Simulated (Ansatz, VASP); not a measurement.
**Mo3Ru13 (random alloy of the hcp Ru-Mo line, x = 0.1875) in two plane-wave programs**

One calculation is typed for both programs; each brings its own data sets. How far apart do they land? The structure shown is the start of the Ansatz relaxation below; VASP solves that cell, so the two are compared at the walk's first step.

Method: plane waves, with VASP 6.6.1 beside it; single point at PBE, in Ansatz 0.2.0.

### Step 1. The starting structure

The cell holds 64 atoms: 52 Ru and 12 Mo. Its edges and angles: a = 10.916 Å, b = 10.916 Å, c = 8.680 Å, α = 90.0°, β = 90.0°, γ = 120.0°. It derives from Ru (hcp Ru-Mo), repeated 4×4×2. Hcp Ru-Mo: 64 atoms, 12 of 64 Ru sites given to Mo at random, cell and internal coordinates interpolated linearly between the end members (Vegard's rule); (so at first; earlier steps may have moved the atoms), displaced by a Gaussian of 0.02 A. Lattice constants are starting values near those of PBE.

### Step 2. Ansatz: relaxation, PBE

Ansatz runs on its default PAW (the set named soft_2) files.

The two programs are compared at the cell with which this relaxation starts, whose forces are those of its first step.

input.yaml reads:

```yaml
crystal:
  lattice:
    - [10.9164, 0.0, 0.0]
    - [-5.4582, 9.45388, 0.0]
    - [0.0, 0.0, 8.68032]
  atoms:
    - { symbol: Ru, position: [0.00233, 0.99871, 0.99878] }
    - { symbol: Mo, position: [0.08228, 0.1685, 0.2447] }
    - { symbol: Mo, position: [0.00239, 0.99839, 0.50074] }
    - { symbol: Ru, position: [0.08442, 0.16976, 0.74525] }
    - { symbol: Ru, position: [0.999, 0.24919, 0.00261] }
    - { symbol: Mo, position: [0.08114, 0.4163, 0.24798] }
    - { symbol: Ru, position: [0.00069, 0.25123, 0.49746] }
    - { symbol: Ru, position: [0.08638, 0.41857, 0.75116] }
    - { symbol: Ru, position: [0.00093, 0.49855, 0.99972] }
    - { symbol: Ru, position: [0.08134, 0.6661, 0.25122] }
    - { symbol: Mo, position: [0.99831, 0.49916, 0.49842] }
    - { symbol: Ru, position: [0.08107, 0.66525, 0.74997] }
    - { symbol: Mo, position: [0.9982, 0.7505, 0.00382] }
    - { symbol: Ru, position: [0.08449, 0.91626, 0.24795] }
    - { symbol: Mo, position: [0.00042, 0.75358, 0.50012] }
    - { symbol: Ru, position: [0.08237, 0.91707, 0.75484] }
    - { symbol: Ru, position: [0.25087, 0.00131, 0.00069] }
    - { symbol: Ru, position: [0.33148, 0.16425, 0.2492] }
    - { symbol: Ru, position: [0.25024, 0.00124, 0.50193] }
    - { symbol: Ru, position: [0.33534, 0.16727, 0.75204] }
    - { symbol: Ru, position: [0.24994, 0.25265, 0.00118] }
    - { symbol: Ru, position: [0.3333, 0.4177, 0.24983] }
    - { symbol: Ru, position: [0.25368, 0.25322, 0.50504] }
    - { symbol: Mo, position: [0.32925, 0.41361, 0.74884] }
    - { symbol: Ru, position: [0.25122, 0.50185, 0.00073] }
    - { symbol: Ru, position: [0.3293, 0.66602, 0.25191] }
    - { symbol: Mo, position: [0.25123, 0.50161, 0.49949] }
    - { symbol: Ru, position: [0.33316, 0.66706, 0.75094] }
    - { symbol: Ru, position: [0.25049, 0.75025, 0.99845] }
    - { symbol: Ru, position: [0.33415, 0.91692, 0.2526] }
    - { symbol: Mo, position: [0.25239, 0.75039, 0.49914] }
    - { symbol: Mo, position: [0.33261, 0.91756, 0.75018] }
    - { symbol: Ru, position: [0.49942, 9.0e-05, 0.99857] }
    - { symbol: Ru, position: [0.58414, 0.16572, 0.25282] }
    - { symbol: Ru, position: [0.50137, 0.00126, 0.49748] }
    - { symbol: Ru, position: [0.58443, 0.16823, 0.7478] }
    - { symbol: Ru, position: [0.49955, 0.25007, 0.99684] }
    - { symbol: Ru, position: [0.58481, 0.41846, 0.24802] }
    - { symbol: Ru, position: [0.49925, 0.24722, 0.49991] }
    - { symbol: Ru, position: [0.58156, 0.41904, 0.75094] }
    - { symbol: Ru, position: [0.49913, 0.49836, 0.00293] }
    - { symbol: Ru, position: [0.58497, 0.66274, 0.25285] }
    - { symbol: Ru, position: [0.50334, 0.50072, 0.49724] }
    - { symbol: Mo, position: [0.58472, 0.66628, 0.74861] }
    - { symbol: Ru, position: [0.49833, 0.75116, 0.00183] }
    - { symbol: Ru, position: [0.58274, 0.91777, 0.24736] }
    - { symbol: Ru, position: [0.50152, 0.7501, 0.49957] }
    - { symbol: Ru, position: [0.58407, 0.9185, 0.75173] }
    - { symbol: Ru, position: [0.75112, 0.00029, 0.00018] }
    - { symbol: Ru, position: [0.83471, 0.16716, 0.25157] }
    - { symbol: Ru, position: [0.74686, 0.99485, 0.50239] }
    - { symbol: Ru, position: [0.83781, 0.1676, 0.74977] }
    - { symbol: Ru, position: [0.74962, 0.24975, 4.0e-05] }
    - { symbol: Ru, position: [0.83073, 0.41557, 0.2477] }
    - { symbol: Ru, position: [0.75014, 0.24937, 0.50114] }
    - { symbol: Ru, position: [0.83406, 0.41875, 0.75049] }
    - { symbol: Ru, position: [0.75201, 0.49599, 0.99851] }
    - { symbol: Mo, position: [0.83766, 0.67202, 0.24943] }
    - { symbol: Ru, position: [0.74984, 0.49952, 0.50307] }
    - { symbol: Ru, position: [0.83353, 0.66811, 0.74926] }
    - { symbol: Ru, position: [0.748, 0.75066, 0.00116] }
    - { symbol: Ru, position: [0.83559, 0.91643, 0.24858] }
    - { symbol: Ru, position: [0.75129, 0.75051, 0.50065] }
    - { symbol: Ru, position: [0.83443, 0.91912, 0.75085] }
kpoints:
  mp_grid: { grid: [2, 2, 2] }
hamiltonian:
  xc: pbe
scf:
  occupations: { method: fermi_dirac, width: 0.1 }
output:
  forces: true
relax:
  f_tol: 0.04
  max_steps: 150
  cell: {}
```

Command:

```console
> ansatz run input.yaml --threads 6 --pin off --max-ram 102400MiB --backend cuda --events-out ev --progress --plain --runs-dir out
```

Numbers of over 12 decimals in the logs are rounded to 6 here.

Log:

```text
Engine: ansatz 0.2.0, x86_64-unknown-linux-gnu
Pseudopotentials: kind: paw
Pseudopotential: Ru, paw, valence charge 16, recommended cutoff 420 eV (normal), Ru.paw.azcp
Pseudopotential: Mo, paw, valence charge 14, recommended cutoff 420 eV (normal), Mo.paw.azcp
Functional definition: PBE
  parameter kappa = 0.804
  parameter beta = 0.066725
  exchange = pbe_x(kappa = kappa, mu = beta*pi^2/3)
  correlation = pbe_c(beta = beta)
concurrent solve slots: 4 of 6 are kept, ahead of what memory takes: no pass of the eigensolver takes more rounds on 4
device memory: the entry about to start is reckoned to put 14.7 GiB on a device that reports 78.6 GiB free
GPU FFT provider: cuFFT
GPU libraries: cuBLAS 13.8.2, cuFFT 12.4.0, cuSOLVER 12.3.4
Crystal: 64 atoms, lattice volume = 895.829 Å³
Basis set: ecut = 420 eV, 17561 PW (Γ), exchange–correlation on 150×150×120 points (8 copies of the dense FFT grid, shifted against one another)
Bands: 600, of which v1, the nominal top of the filled ones, is band 500 counted from 1 (499 counted from 0)
Symmetry: 1 space group operations
Space group: P1 (ITA 1), of the structure as read, at distance tolerance 9.6e-5 Å
k-points: 8
Non-local potential: Ru, projectors of the file, l = 0: 3, l = 1: 2, l = 2: 2, l = 3: 1
Non-local potential: Mo, projectors of the file, l = 0: 3, l = 1: 2, l = 2: 2, l = 3: 1
PAW form: soft (Blöchl's): semilocal exchange-correlation on the pseudo side does not see the compensation charge
PAW one-centre angular grid: Ru, 590 points (default); XC on 64 Gauss nodes
PAW one-centre angular grid: Mo, 590 points (default); XC on 64 Gauss nodes
Initial density: superposition of atomic densities (neutral atoms: chi_scale 0, normalization atom), corrected by the library's trained network
Initial wavefunctions: pseudopotential atomic-orbital guess
GPU buffer pool allocated for 337500 grid points (all kernels)
GPU transforms: local potential and band sums: pruned to the plane-wave sphere, on 75×75×60
Functional: x = pbe(κ = 0.804, μ = 0.219515), c = pbe(β = 0.066725)
SCF iter   1: F=—  HF=-365164.062655 eV  |F-HF|=—  |Δ(HF+E_count)|=         —  Δρ=9.44e-3  dr2=1.41e0  ethr=1.77e-3  ⟨swp⟩=5.0  Hψ=14739  notcnv=0  defer=2
preconditioner: auto → Kerker (q_TF=auto, 2.779 Å⁻¹)  [metal: Δε(μ)=0.004 eV  Ē_g=4.589 eV  σ=0.100 eV  W_gap=0.01  n_scr=306 (ndim 8)  ℏωp=27.4 eV  f_vac=0.000  D(μ)=66.02/eV (n_scr^D=730)]
SCF iter   2: F=—  HF=-365164.071976 eV  |F-HF|=—  |Δ(HF+E_count)|=   9.32e-3  Δρ=5.15e-3  dr2=4.54e-1  ethr=1.41e-4  ⟨swp⟩=1.0  Hψ=5520  notcnv=0  defer=2
SCF iter   3: F=—  HF=-365164.075506 eV  |F-HF|=—  |Δ(HF+E_count)|=   3.53e-3  Δρ=5.89e-4  dr2=8.00e-3  ethr=4.54e-5  ⟨swp⟩=1.0  Hψ=4783  notcnv=0  defer=2
SCF iter   4: F=—  HF=-365164.077158 eV  |F-HF|=—  |Δ(HF+E_count)|=   1.65e-3  Δρ=1.33e-4  dr2=6.00e-4  ethr=8.00e-7  ⟨swp⟩=2.9  Hψ=8852  notcnv=0  defer=2
SCF iter   5: F=—  HF=-365164.072854 eV  |F-HF|=—  |Δ(HF+E_count)|=   4.30e-3  Δρ=4.94e-5  dr2=6.84e-5  ethr=6.00e-8  ⟨swp⟩=1.0  Hψ=4783  notcnv=0  defer=2
SCF iter   6: F=—  HF=-365164.075027 eV  |F-HF|=—  |Δ(HF+E_count)|=   2.17e-3  Δρ=1.48e-5  dr2=5.37e-6  ethr=6.84e-9  ⟨swp⟩=2.6  Hψ=7810  notcnv=0  defer=2
SCF iter   7: F=—  HF=-365164.075027 eV  |F-HF|=—  |Δ(HF+E_count)|=   5.62e-8  Δρ=4.88e-6  dr2=3.86e-7  ethr=5.37e-10  ⟨swp⟩=1.4  Hψ=5791  notcnv=0  defer=2
SCF iter   8: F=-365164.075027 eV  HF=-365164.075027 eV  |F-HF|=5.12e-9  |Δ(HF+E_count)|=   2.29e-8  Δρ=7.99e-7  dr2=8.56e-9  ethr=1.00e-11  ⟨swp⟩=3.0  Hψ=12918  notcnv=0
SCF 1 converged in 8 iterations: F = -365164.075027 eV  dr2 = 8.56e-9
  greatest PAW one-centre occupation: 0.998 electrons in one spin orbital (limit 2), on the Mo atom at site 14 (counted from 0), in its partial waves of l = 0
relax step   1: F+E_penalty+E_count = -365164.07502720 eV  Δ(F+E_penalty+E_count) = +0.000e0 eV  max|allowed force component| = 1.041e0 eV/Å  Δτ_max = 0.0000 Å  P = +3.593 GPa  Ω = 895.829 Å³  (8 SCF iters, dr2 threshold 1.00e-7 eV, accepted)
concurrent solve slots: 4 of 6 are kept, ahead of what memory takes: no pass of the eigensolver takes more rounds on 4
device memory: the entry about to start is reckoned to put 13.5 GiB (of the 14.7 GiB reckoned in all, the device holds 1.3 GiB already) on a device that reports 77.3 GiB free
GPU FFT provider: cuFFT
GPU libraries: cuBLAS 13.8.2, cuFFT 12.4.0, cuSOLVER 12.3.4
Crystal: 64 atoms, lattice volume = 920.319 Å³
Basis set: ecut = 420 eV, 18055 PW (Γ), exchange–correlation on 150×150×120 points (8 copies of the dense FFT grid, shifted against one another)
Initial density: handed on by an earlier stage of this run
Initial wavefunctions: those handed on with the density
GPU buffer pool allocated for 337500 grid points (all kernels)
GPU transforms: local potential and band sums: pruned to the plane-wave sphere, on 75×75×60
[...]
--- Relaxed structure (5 steps of the walk, 5 accepted, 1 SCFs on fresh bases) ---
  F+E_penalty+E_count = -365165.06550071 eV   max|allowed force component| = 1.450e-2 eV/Å   (the final SCF, on the basis selected at the relaxed cell)
  cell:  # Å, volume = 905.9506 Å³
    - [10.996062, 0.00383514, -0.00490388]
    - [-5.494710, 9.514447, -0.000495354]
    - [-0.00389939, -0.00270613, 8.657579]
  atoms:
    - { symbol: Ru, position: [-0.00218911, 1.000208, 0.999432] }
    - { symbol: Mo, position: [0.085606, 0.167038, 0.246296] }
    - { symbol: Mo, position: [-0.00254862, 1.001078, 0.504378] }
    - { symbol: Ru, position: [0.084081, 0.168027, 0.752680] }
    - { symbol: Ru, position: [0.997600, 0.248682, 0.000202283] }
    - { symbol: Mo, position: [0.084029, 0.420729, 0.242283] }
    - { symbol: Ru, position: [-0.00280272, 0.248484, 0.502792] }
    - { symbol: Ru, position: [0.082648, 0.416498, 0.752986] }
    - { symbol: Ru, position: [-0.00274032, 0.498556, 0.999183] }
    - { symbol: Ru, position: [0.085631, 0.667367, 0.247810] }
    - { symbol: Mo, position: [0.992002, 0.495051, 0.504644] }
    - { symbol: Ru, position: [0.084727, 0.666276, 0.751915] }
    - { symbol: Mo, position: [1.002235, 0.751780, -0.00481043] }
    - { symbol: Ru, position: [0.085627, 0.919839, 0.250147] }
    - { symbol: Mo, position: [-0.000906048, 0.752066, 0.505252] }
    - { symbol: Ru, position: [0.084293, 0.919267, 0.751760] }
    - { symbol: Ru, position: [0.252546, 0.00279119, 0.000817136] }
    - { symbol: Ru, position: [0.336267, 0.166829, 0.250143] }
    - { symbol: Ru, position: [0.254148, 0.00302322, 0.498743] }
    - { symbol: Ru, position: [0.334596, 0.165572, 0.749307] }
    - { symbol: Ru, position: [0.251059, 0.248790, 0.00160363] }
    - { symbol: Ru, position: [0.336409, 0.417242, 0.248303] }
    - { symbol: Ru, position: [0.251867, 0.249209, 0.499795] }
    - { symbol: Mo, position: [0.332607, 0.412918, 0.755122] }
    - { symbol: Ru, position: [0.251346, 0.500977, 0.00105233] }
    - { symbol: Ru, position: [0.336016, 0.667602, 0.248646] }
    - { symbol: Mo, position: [0.252446, 0.496036, 0.500989] }
    - { symbol: Ru, position: [0.333549, 0.666926, 0.752295] }
    - { symbol: Ru, position: [0.252621, 0.750293, 1.001613] }
    - { symbol: Ru, position: [0.332724, 0.917586, 0.248535] }
    - { symbol: Mo, position: [0.256428, 0.753107, 0.494425] }
    - { symbol: Mo, position: [0.332397, 0.917684, 0.755556] }
    - { symbol: Ru, position: [0.501274, 0.000723515, 1.000965] }
    - { symbol: Ru, position: [0.584906, 0.168632, 0.249811] }
[...]
- { symbol: Mo, position: [0.585072, 0.670682, 0.749458] }
[...]
- { symbol: Ru, position: [0.832271, 0.415560, 0.751001] }
    - { symbol: Ru, position: [0.749159, 0.497792, 0.999882] }
    - { symbol: Mo, position: [0.830155, 0.664543, 0.248146] }
    - { symbol: Ru, position: [0.748093, 0.497591, 0.500092] }
    - { symbol: Ru, position: [0.831549, 0.664217, 0.750240] }
    - { symbol: Ru, position: [0.749933, 0.751462, 0.00189925] }
    - { symbol: Ru, position: [0.831471, 0.918843, 0.249238] }
    - { symbol: Ru, position: [0.748845, 0.749122, 0.497565] }
    - { symbol: Ru, position: [0.832516, 0.917541, 0.750467] }
```

(Continued in part 2 of 2.)

[Lines on the potential files, build, host, timing and source positions are cut from VASP's logs without a mark.]

[Logs are printed without paths, hosts, clocks, repeated set-up lines and the standing remarks that a program may print on its own settings, such as how far it seeks lower states.]

[Hosts, paths, dates, database ids (printed as entryN), source tags and the programs' standing remarks are cut or masked in the printed files.]
